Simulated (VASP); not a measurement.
Data:

```
PtS2
1.0
    1.76519    -3.05739     0.00000
    1.76519     3.05739     0.00000
    0.00000     0.00000     4.77106
Pt S
1 2
Direct
  0.00000   0.00000   0.00000
  0.33333   0.66667   0.24845
  0.66667   0.33333   0.75155
```

Method: PBEsol GGA, VASP's PBE PAW potentials (set 64) (plane waves; VASP). Numerical set-up: 520 eV cut-off, 7×7×5 Γ-centred mesh, Gaussian smearing of 0.050 eV, potentials Pt S.

Without a dispersion term in the relaxation, distances and binding between the weakly bound layers, chains or molecules are unreliable, and so is what depends on them.

**Question.** The ions and cell shape at fixed volume are relaxed. What does this cell relax into?

**Answer.** 
```
PtS2
1.0
    1.78376    -3.08957     0.00000
    1.78376     3.08957     0.00000
    0.00000     0.00000     4.67220
Pt S
1 2
Direct
  0.00000   0.00000   0.00000
  0.33333   0.66667   0.25581
  0.66667   0.33333   0.74419
```
Space group P-3m1 (164), at a tolerance of 0.03 Å.

**Question.** How much energy does the relaxation gain?

**Answer.** The energy (σ→0) changes by -7.1 meV/atom, in 6 ionic steps.

| step | E(σ→0) (eV) | max force (eV/Å) | pressure (GPa) | volume (Å³) |
|---|---|---|---|---|
| 1 | -16.9726 | 0.419 | 4.94 | 51.50 |
| 2 | -16.9885 | 0.160 | 2.73 | 51.50 |
| 3 | -16.9928 | 0.069 | 0.81 | 51.50 |
| 4 | -16.9928 | 0.056 | 0.92 | 51.50 |
| 5 | -16.9939 | 0.022 | 0.77 | 51.50 |
| 6 | -16.9941 | 0.001 | 0.67 | 51.50 |

The compound is PtS2 in the 1T layered structure. This cell is one point of a volume scan, at 0.97 of the reference volume. Symmetry was kept, so distortions that lower it aren't found.
